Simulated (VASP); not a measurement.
An input for Quantum ESPRESSO's pw.x (written as the equivalent of a VASP run, and not itself run):

```
&CONTROL
  calculation = 'scf'
  pseudo_dir = './pseudo'
  outdir = './out'
  tprnfor = .true.
  tstress = .true.
/
&SYSTEM
  ibrav = 0
  nat = 1
  ntyp = 1
  ecutwfc = 74
  occupations = 'smearing'
  smearing = 'methfessel-paxton'
  degauss = 0.00735
  input_dft = 'pw91'
/
&ELECTRONS
  conv_thr = 7.3e-09
  electron_maxstep = 100
/
ATOMIC_SPECIES
  K 39.098 K.upf
CELL_PARAMETERS angstrom
    -2.6400000    2.6400000    2.6400000
     2.6400000   -2.6400000    2.6400000
     2.6400000    2.6400000   -2.6400000
ATOMIC_POSITIONS crystal
  K    0.0000000  0.0000000  0.0000000
K_POINTS automatic
  10 10 10 0 0 0
```

### Question
Write the VASP files for the same calculation (PW91).

### Answer
This is not unique; one that fits is 
INCAR:
```
SYSTEM = K
PREC = Accurate
ENCUT = 520
EDIFF = 1E-7
NELM = 100
ALGO = Normal
LREAL = .FALSE.
LASPH = .TRUE.
ISMEAR = 1
SIGMA = 0.1
GGA = 91
LWAVE = .FALSE.
LCHARG = .FALSE.
ISIF = 2
```

POSCAR:
```
K
4.5726140
 -0.5773502859   0.5773502859   0.5773502859
  0.5773502859  -0.5773502859   0.5773502859
  0.5773502859   0.5773502859  -0.5773502859
K
1
Cart
  0.0000000000   0.0000000000   0.0000000000
```

File KPOINTS:
```
Automatic mesh
0
Gamma
10 10 10
0 0 0
```

POTCAR, in this order: K_sv (PBE.64 set). Program: vasp_std.

The two are equivalent in intent, not identical: the potentials are each code's own (VASP's PAW set, PseudoDojo norm-conserving files in pw.x), so ENCUT and ecutwfc are chosen apart and not converted; conv_thr bounds pw.x's estimated SCF error, while EDIFF bounds the energy change between steps.

The compound is K in the bcc structure. The cell was not relaxed at this level.
